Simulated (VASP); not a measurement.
An input for Quantum ESPRESSO's pw.x (written as the equivalent of a VASP run, and not itself run):

```
&CONTROL
  calculation = 'relax'
  pseudo_dir = './pseudo'
  outdir = './out'
  tprnfor = .true.
  tstress = .true.
  nstep = 30
  forc_conv_thr = 3.9e-05
/
&SYSTEM
  ibrav = 0
  nat = 2
  ntyp = 2
  ecutwfc = 72
  occupations = 'smearing'
  smearing = 'methfessel-paxton'
  degauss = 0.00735
  input_dft = 'pz'
/
&ELECTRONS
  conv_thr = 7.3e-10
  electron_maxstep = 100
/
&IONS
/
ATOMIC_SPECIES
  Y 88.906 Y.upf
  Ir 192.217 Ir.upf
CELL_PARAMETERS angstrom
     3.3593640    0.0000000    0.0000000
     0.0000000    3.3593640    0.0000000
     0.0000000    0.0000000    3.3593640
ATOMIC_POSITIONS crystal
  Y    0.5000000  0.5000000  0.5000000
  Ir   0.0000000  0.0000000  0.0000000
K_POINTS automatic
  10 10 10 0 0 0
```

**Question.** Write the VASP files for the same calculation (LDA).

**Answer.** One answer among several that fit: 
### POSCAR
```
YIr
1.0
  3.3593640315   0.0000000000   0.0000000000
  0.0000000000   3.3593640315   0.0000000000
  0.0000000000   0.0000000000   3.3593640315
Y Ir
1 1
Cart
  1.6796820158   1.6796820158   1.6796820158
  0.0000000000   0.0000000000   0.0000000000
```

### INCAR
```
EDIFF = 1E-8   # SCF stop (eV)
ALGO = Normal
PREC = Accurate
ISIF = 2
NSW = 30   # most ionic steps
EDIFFG = -0.001
LREAL = .FALSE.   # projection in real space or not
SIGMA = 0.1
IBRION = 1   # quasi-Newton
LMAXMIX = 6   # l cut-off of mixed one-centre charges
ENCUT = 400
LCHARG = .FALSE.
LWAVE = .FALSE.
SYSTEM = YIr
ISMEAR = 1   # Methfessel-Paxton
LASPH = .TRUE.
NELM = 100
```

File KPOINTS:
```
Automatic
0
Gamma
  10 10 10
```

POTCAR, in this order: Y_sv Ir (LDA.64 set). Program: vasp_std.

What does not carry over: the potentials are each code's own (VASP's PAW set, PseudoDojo norm-conserving files in pw.x), so ENCUT and ecutwfc are chosen apart and not converted; conv_thr bounds pw.x's estimated SCF error, while EDIFF bounds the energy change between steps; forc_conv_thr acts on force components and is met together with etot_conv_thr.

The structure comes from a computed database's YIr entry (Pm-3m); how it stands against other phases isn't given here. It was relaxed first. The start is the result of an earlier pass.
